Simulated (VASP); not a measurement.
Calculation: PBE GGA with D4 dispersion, VASP's PBE PAW potentials (set 64) (plane waves; VASP 6.6.1).

The input files of a VASP run:

POSCAR:
```
LiH
1
    0.0000000000     1.9764719573     1.9764719573
    1.9764719573     0.0000000000     1.9764719573
    1.9764719573     1.9764719573     0.0000000000
Li H
1 1
Direct
  0.0000000000   0.0000000000   0.0000000000
  0.5000000000   0.5000000000   0.5000000000
```

### INCAR
```
SYSTEM = LiH
PREC = Accurate
ENCUT = 520
EDIFF = 1E-7
NELM = 100
ALGO = Normal
LREAL = .FALSE.
LASPH = .TRUE.
ISMEAR = 0
SIGMA = 0.05
GGA = PE
IVDW = 13
LWAVE = .FALSE.
LCHARG = .FALSE.
LORBIT = 11
ICHARG = 11
```

KPOINTS:
```
k-points along high-symmetry lines
15
Line-mode
Reciprocal
  0.000000   0.000000   0.000000 ! GAMMA
  0.500000   0.000000   0.500000 ! X

  0.500000   0.000000   0.500000 ! X
  0.625000   0.250000   0.625000 ! U

  0.375000   0.375000   0.750000 ! K
  0.000000   0.000000   0.000000 ! GAMMA

  0.000000   0.000000   0.000000 ! GAMMA
  0.500000   0.500000   0.500000 ! L

  0.500000   0.500000   0.500000 ! L
  0.500000   0.250000   0.750000 ! W

  0.500000   0.250000   0.750000 ! W
  0.500000   0.000000   0.500000 ! X
```

POTCAR, in this order: Li_sv H (PBE.64 set). Program: vasp_std. Read from the step before: CHGCAR.

Q: What will the output report for the number of irreducible k-points (NKPTS), largest plane-wave count, number of space-group operations, FFT grid (NGX, NGY, NGZ)?

A: 
| Item | Value |
|---|---|
| number of irreducible k-points (NKPTS) | 90 |
| largest plane-wave count | 444 |
| number of space-group operations | 48 |
| FFT grid (NGX, NGY, NGZ) | 24 × 24 × 24 |

The compound is LiH in the rock salt structure. It was relaxed first, which changed the volume by -9 %.
